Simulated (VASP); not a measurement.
An input for Quantum ESPRESSO's pw.x (written as the equivalent of a VASP run, and not itself run):

```
&CONTROL
  calculation = 'scf'
  pseudo_dir = './pseudo'
  outdir = './out'
  tprnfor = .true.
  tstress = .true.
/
&SYSTEM
  ibrav = 0
  nat = 6
  ntyp = 2
  ecutwfc = 92
  occupations = 'tetrahedra'
  input_dft = 'pbe'
/
&ELECTRONS
  conv_thr = 7.3e-09
  electron_maxstep = 100
/
ATOMIC_SPECIES
  Al 26.982 Al.upf
  Cu 63.546 Cu.upf
CELL_PARAMETERS angstrom
    -3.0276819    3.0276819    2.4401253
     3.0276819   -3.0276819    2.4401253
     3.0276819    3.0276819   -2.4401253
ATOMIC_POSITIONS crystal
  Al   0.6582058  0.1582058  0.8164117
  Al   0.1582058  0.3417942  0.5000000
  Al   0.8417942  0.6582058  0.5000000
  Al   0.3417942  0.8417942  0.1835883
  Cu   0.7500000  0.7500000  0.0000000
  Cu   0.2500000  0.2500000  0.0000000
K_POINTS automatic
  9 9 9 0 0 0
```

**Question.** Translate this input to VASP (INCAR, KPOINTS, POSCAR, choice of POTCAR).

**Answer.** Several could match; the one computed here: 
### KPOINTS
```
Automatic mesh
0
Gamma
9 9 9
0 0 0
```

POSCAR:
```
Al2Cu
1
   -3.0276818636     3.0276818636     2.4401252876
    3.0276818636    -3.0276818636     2.4401252876
    3.0276818636     3.0276818636    -2.4401252876
Al Cu
4 2
Direct
  0.6582058379   0.1582058379   0.8164116758
  0.1582058379   0.3417941621   0.5000000000
  0.8417941621   0.6582058379   0.5000000000
  0.3417941621   0.8417941621   0.1835883242
  0.7500000000   0.7500000000   0.0000000000
  0.2500000000   0.2500000000   0.0000000000
```

INCAR:
```
SYSTEM  =  Al2Cu
PREC  =  Accurate; ENCUT  =  400; LREAL  =  F
LASPH  =  T
EDIFF  =  1E-7; NELM  =  100; ALGO  =  Normal
LMAXMIX  =  4
ISMEAR  =  -5
GGA  =  PE
ISIF  =  2
LWAVE  =  F; LCHARG  =  T; LORBIT  =  11
NEDOS  =  601
LEFG  =  T
```

POTCAR, in this order: Al Cu (PBE.64 set). Program: vasp_std.

What does not carry over: the potentials are each code's own (VASP's PAW set, PseudoDojo norm-conserving files in pw.x), so ENCUT and ecutwfc are chosen apart and not converted; conv_thr bounds pw.x's estimated SCF error, while EDIFF bounds the energy change between steps; the field gradients of LEFG aren't asked of the other code.

The compound is Al2Cu in the sg140 structure. It was relaxed first.
